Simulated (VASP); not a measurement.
Runs of VASP 6.6.1 on SiSe. It takes space group P-6m2 (No. 187, hexagonal). The conventional cell has a = 3.595 Å, b = 3.595 Å, c = 3.599 Å, α = 90.00°, β = 90.00°, γ = 120.00°. Si (site symmetry -6m2) has 6 Se at 2.75 Å as nearest neighbours. Se (site symmetry -6m2) is surrounded by 6 Si at 2.75 Å. The cell was built by a generator and needn't be a form met in nature.

| level | other keys | gap on the mesh (eV) | pressure (GPa) | relaxed volume (Å³/atom) |
| --- | --- | --- | --- | --- |
| RPBE+D4 | - | none | 0.0 | (a) |
| RPBE | NBANDS = 7 | none | 0.0 | 20.77 |
| RPBE+D3 | - | none | 0.0 | 19.97 |
| RPBE | - | none | 0.0 | 20.77 |
| RPBE+D3(BJ) | - | none | 0.0 | 15.13 |

Alike in all rows: task relaxation of cell and atoms; potentials or basis VASP PAW PBE potentials, release 64 (Si, Se); no spin polarisation; cell relaxed; k mesh 9 × 9 × 7; cutoff (eV) 600; smearing fermi-dirac 0.05 eV.

Fill in the values left out.

(a) 21.19.

Caveats: the PAW data sets were made with another functional, which shifts forces and pressure a little; pairwise dispersion overbinds metals, which lowers pressure and volume (some runs); the volume moved by over 15 % at a fixed basis, so the end points are rough (some runs).

A k mesh can miss the band edges, and the runs leave out spin-orbit coupling on Se.

A gap of «none» marks a metal or a gap under the smearing width.
